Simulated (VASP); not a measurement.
```xyz
6
Lattice="0.0000 3.4560 3.4560 3.4560 0.0000 3.4560 3.4560 3.4560 0.0000" Properties=species:S:1:pos:R:3 pbc="T T T"
Zr     3.4560     3.4560     3.4560
Zr     5.1839     5.1839     5.1839
Ni     0.8640     0.8640     0.8640
Ni     0.8640     2.5920     2.5920
Ni     2.5920     2.5920     0.8640
Ni     2.5920     0.8640     2.5920
```

The numbers are results of PBEsol GGA, VASP's PBE PAW potentials (set 64) (plane waves; VASP 6.6.1), not measurements. Settings: 300 eV cut-off, 7×7×7 Γ-centred mesh, Gaussian smearing of 0.27 eV, potentials Zr_sv Ni.

At this cut-off the stress carries a Pulay error, which pulls relaxed volumes low.

Predict the energy per atom (σ→0), pressure, band gap (on the k-mesh) with the smallest direct gap where there is one.

```yaml
band gap (on the k-mesh): none (metal, semimetal or under 0.01 eV)
energy per atom (σ→0): -7560 meV/atom
pressure: -3.33 GPa
```

Total energies compare only between runs with the same potentials, cut-off and functional.

The structure comes from a computed database's ZrNi2 entry (Fd-3m); how it stands against other phases isn't given here. The cell was not relaxed at this level. The run is not spin-polarised, so no magnetic state was tried.
